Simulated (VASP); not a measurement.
Energy against volume of CdS (zinc blende). Calculation: vdW-DF-cx, VASP's PBE PAW potentials (set 64) (plane waves; VASP). Settings: 520 eV cut-off, 8×8×8 Γ-centred mesh, Gaussian smearing of 0.050 eV, potentials Cd S.

```json
[
 {"V (Å³/atom)": "23.628", "E (eV/atom)": "-0.74878"},
 {"V (Å³/atom)": "24.382", "E (eV/atom)": "-0.76338"},
 {"V (Å³/atom)": "25.136", "E (eV/atom)": "-0.76799"},
 {"V (Å³/atom)": "25.891", "E (eV/atom)": "-0.76416"}
]
```

### Question
Fit these four points and predict the energy of the run at 26.645 Å³/atom.

### Answer
A cubic in V^(−2/3), the third-order Birch-Murnaghan form, passes through the four points with V0 = 25.15 Å³/atom and B0 = 59 GPa, and gives -0.7532 eV/atom there. The run gave -0.7532 eV/atom, +0.0 meV/atom from the fit; all five points give B0 = 59 GPa.

The compound is CdS in the zinc blende structure, a metastable form; wurtzite is the usual one. It was relaxed first.
